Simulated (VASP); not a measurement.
BeSe (zinc blende): the formation energy from VASP (plane waves, PAW) at several levels of theory. The references are the elements' solids at the same level; no temperature or zero-point terms are added.    Without a dispersion term in the relaxation, distances and binding between the weakly bound layers, chains or molecules are unreliable, and so is what depends on them.

| level | formation energy (eV/atom) |
|---|---|
| LDA | -0.821 |
| PBE | -0.795 |
| PBEsol | -0.800 |

The cell of the LDA run:

```xyz
2
Lattice="0.0000 2.5435 2.5435 2.5435 0.0000 2.5435 2.5435 2.5435 0.0000" Properties=species:S:1:pos:R:3 pbc="T T T"
Be     0.0000     0.0000     0.0000
Se     1.2718     1.2718     1.2718
```

Only levels that ran to the end are used. Left out are those held back, those with too coarse a band path, GW runs whose mesh misses a band edge, hybrids' fits of cells that aren't cubic and levels without matching references; a question may draw on a part of the rest.
